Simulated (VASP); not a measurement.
Method: optB88-vdW, VASP's PBE PAW potentials (set 64) (plane waves; VASP).

VASP input:

### INCAR
```
! general
SYSTEM   = KI
PREC     = Accurate
ENCUT    = 520
LREAL    = .FALSE.
LASPH    = .TRUE.
ICHARG   = 11

! electronic loop
EDIFF    = 1E-7
NELM     = 100
ALGO     = Normal
LMAXMIX  = 4

! smearing
ISMEAR   = 0
SIGMA    = 0.05

! functional
GGA      = BO
LUSE_VDW = .TRUE.
AGGAC    = 0.0
PARAM1   = 0.1833333333
PARAM2   = 0.22

! output
LWAVE    = .FALSE.
LCHARG   = .FALSE.
LORBIT   = 11
```

**KPOINTS**
```
k-points along high-symmetry lines
15
Line-mode
Reciprocal
  0.000000   0.000000   0.000000 ! GAMMA
  0.500000   0.000000   0.500000 ! X

  0.500000   0.000000   0.500000 ! X
  0.625000   0.250000   0.625000 ! U

  0.375000   0.375000   0.750000 ! K
  0.000000   0.000000   0.000000 ! GAMMA

  0.000000   0.000000   0.000000 ! GAMMA
  0.500000   0.500000   0.500000 ! L

  0.500000   0.500000   0.500000 ! L
  0.500000   0.250000   0.750000 ! W

  0.500000   0.250000   0.750000 ! W
  0.500000   0.000000   0.500000 ! X
```

File POSCAR:
```
KI
1
   -0.0000000000     3.5128827092     3.5128827092
    3.5128827092     0.0000000000     3.5128827092
    3.5128827092     3.5128827092     0.0000000000
K I
1 1
Direct
  0.0000000000   0.0000000000   0.0000000000
  0.5000000000   0.5000000000   0.5000000000
```

POTCAR, in this order: K_sv I (PBE.64 set). Program: vasp_std. Read from the step before: CHGCAR.

What VASP printed:

**OSZICAR**
```
       N       E                     dE             d eps       ncg     rms          rms(c)
DAV:   1     0.978698495089E+02    0.97870E+02   -0.67020E+03  2160   0.114E+03
DAV:   2     0.497772234212E+01   -0.92892E+02   -0.86749E+02  2564   0.248E+02
DAV:   3    -0.808957366100E+00   -0.57867E+01   -0.57588E+01  2836   0.574E+01
DAV:   4    -0.113352916208E+01   -0.32457E+00   -0.32426E+00  4028   0.115E+01
DAV:   5    -0.113488819702E+01   -0.13590E-02   -0.13590E-02  2776   0.812E-01
DAV:   6    -0.113491970965E+01   -0.31513E-04   -0.31512E-04  3100   0.980E-02
DAV:   7    -0.113492046722E+01   -0.75757E-06   -0.75756E-06  3244   0.151E-02
DAV:   8    -0.113492048039E+01   -0.13172E-07   -0.13183E-07  2588   0.203E-03
   1 F= -.11349205E+01 E0= -.11349205E+01  d E =-.879537E-16
```

**OUTCAR**
```
 val. band max:       -0.4734142330   @ k =   0.0000   0.0000   0.0000

 cond. band min:       3.4347880777   @ k =   0.0000   0.0000   0.0000



 k-point     1 :       0.0000    0.0000    0.0000
  band No.  band energies     occupation
      1     -28.9370      2.00000
      2     -12.4762      2.00000
      3     -12.4762      2.00000
      4     -12.4762      2.00000
      5     -11.0497      2.00000
      6      -0.4734      2.00000
      7      -0.4734      2.00000
      8      -0.4734      2.00000
      9       3.4348      0.00000
     10       5.9385      0.00000
     11       5.9385      0.00000
     12       5.9385      0.00000

 k-point     2 :       0.0357    0.0000    0.0357
  band No.  band energies     occupation
      1     -28.9370      2.00000
      2     -12.4790      2.00000
      3     -12.4765      2.00000
      4     -12.4765      2.00000
      5     -11.0443      2.00000
      6      -0.5073      2.00000
      7      -0.4796      2.00000
      8      -0.4796      2.00000
      9       3.4824      0.00000
     10       5.9020      0.00000
     11       5.9704      0.00000
     12       5.9704      0.00000

 k-point     3 :       0.0714    0.0000    0.0714
  band No.  band energies     occupation
      1     -28.9369      2.00000
      2     -12.4867      2.00000
      3     -12.4772      2.00000
      4     -12.4772      2.00000
      5     -11.0291      2.00000
      6      -0.6010      2.00000
      7      -0.4974      2.00000
      8      -0.4974      2.00000
      9       3.6161      0.00000
     10       5.8009      0.00000
     11       6.0655      0.00000
     12       6.0655      0.00000

 k-point     4 :       0.1071    0.0000    0.1071
  band No.  band energies     occupation
      1     -28.9367      2.00000
      2     -12.4980      2.00000
      3     -12.4784      2.00000
      4     -12.4784      2.00000
      5     -11.0063      2.00000
      6      -0.7354      2.00000
      7      -0.5254      2.00000
...
```

The density is held fixed in this step, so its total energy and stress have no physical meaning. Unless said otherwise, spin-orbit coupling is left out, though it shifts the bands of the heavy elements here.

The compound is KI in the rock salt structure. It was relaxed first.
